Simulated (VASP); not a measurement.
```xyz
4
Lattice="4.2102 0.0000 0.0000 -2.1051 3.6461 0.0000 0.0000 0.0000 6.8744" Properties=species:S:1:pos:R:3 pbc="T T T"
Cd    -2.1051     3.6461     3.3617
Cd     0.0000     2.4308     0.0740
Se     0.0000     2.4308     4.3087
S      0.0000     0.0000     0.8349
```

Calculation: PBEsol GGA, VASP's PBE PAW potentials (set 64) (plane waves; VASP). Settings: 400 eV cut-off, Gaussian smearing of 0.050 eV, potentials Cd Se S.

Question: Give the energies of bands 12 to 21 at the high-symmetry points, in eV from the valence-band maximum.

Answer: 
| band | Γ | M | K | A | L | H |
|---|---|---|---|---|---|---|
| 12 | -7.16 | -7.07 | -7.02 | -7.45 | -7.13 | -7.01 |
| 13 | -4.59 | -4.38 | -4.01 | -2.85 | -4.47 | -4.35 |
| 14 | -0.99 | -3.76 | -3.85 | -2.66 | -4.28 | -4.16 |
| 15 | -0.99 | -2.83 | -3.29 | -0.81 | -1.76 | -2.80 |
| 16 | -0.20 | -2.08 | -2.12 | -0.81 | -1.63 | -2.43 |
| 17 | 0.00 | -1.48 | -1.94 | -0.20 | -1.36 | -1.41 |
| 18 | 0.00 | -0.82 | -1.80 | -0.20 | -1.21 | -1.12 |
| 19 | 0.67 | 3.19 | 4.16 | 2.23 | 2.93 | 3.84 |
| 20 | 2.32 | 3.42 | 4.54 | 2.58 | 2.98 | 3.86 |
| 21 | 5.96 | 4.69 | 4.96 | 5.52 | 4.74 | 5.47 |

The gap is direct, 0.67 eV, from the valence maximum at Γ to the conduction minimum at Γ.

The structure comes from a computed database's Cd2SeS entry (P3m1); how it stands against other phases isn't given here. It was relaxed first, which changed the volume by -6 %.
